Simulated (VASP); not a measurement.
Here is the system:

```
CELL_PARAMETERS angstrom
      0.00000     2.63287     2.63287
      2.63287     0.00000     2.63287
      2.63287     2.63287     0.00000
ATOMIC_POSITIONS crystal
  Sr 0.00000 0.00000 0.00000
  O  0.50000 0.50000 0.50000
```

The numbers are results of RPBE GGA, VASP's PBE PAW potentials (set 64) (plane waves; VASP), not measurements. Run with 520 eV cut-off, 8×8×8 Γ-centred mesh, Gaussian smearing of 0.050 eV, potentials Sr_sv O.

Problem. Predict the energy per atom (σ→0), band gap (on the k-mesh) with the smallest direct gap where there is one.

Solution. 
```
Quantity                                      Value
-----------------------------------  --------------
band gap (on the k-mesh)                    3.41 eV
smallest direct gap (on the k-mesh)         3.54 eV
energy per atom (σ→0)                -5.694 eV/atom
```

The compound is SrO in the rock salt structure. It was relaxed first, which changed the volume by +6 %. The start is the result of an earlier pass.
